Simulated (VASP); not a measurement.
Input of a VASP 6.6.1 run:

Contents of INCAR:

```
ALGO     = Normal         # electronic algorithm
EDIFF    = 1E-7           # SCF threshold, eV
EDIFFG   = -0.005         # ionic threshold
ENCUT    = 520            # plane-wave cutoff, eV
GGA      = CA             # functional
IBRION   = 2              # ionic algorithm
ISIF     = 2              # what is computed and relaxed
ISMEAR   = 0              # smearing method
ISYM     = 0            
LASPH    = True           # aspherical terms in the spheres
LCHARG   = False          # write CHGCAR
LREAL    = False          # projectors in reciprocal space
LWAVE    = False          # write WAVECAR
NELM     = 100            # most SCF steps
NSW      = 90             # ionic steps
PREC     = Accurate       # precision mode
SIGMA    = 0.02           # smearing width, eV
```

File KPOINTS:

```
k-points
0
Gamma
  1 1 1
```

POSCAR

```
F
1.0
   10.0000000000      0.0000000000      0.0000000000
    0.0000000000     10.5000000000      0.0000000000
    0.0000000000      0.0000000000     11.0000000000
F
2
Direct
    0.5000000000      0.5000000000      0.4359090900
    0.5000000000      0.5000000000      0.5640909100
```

Potentials or basis: VASP PAW LDA potentials, release 64 (F).

Command:

```sh
$ cat potpaw_LDA.64/F/POTCAR > POTCAR
$ mpirun -np 1 vasp_std > vasp.out
```

Problem. Estimate the energy gained by relaxing.

Solution. 1.2 meV/atom.

Problem. Estimate the gap between the frontier levels.

Solution. 3.51 eV.

Step by step:
```
step  energy change (eV)  largest force (eV/Å)  pressure (GPa)
   1              0.0000                0.4284           -0.04
   2              0.0164                1.2971            0.07
   3             -0.0024                0.0008           -0.01
```
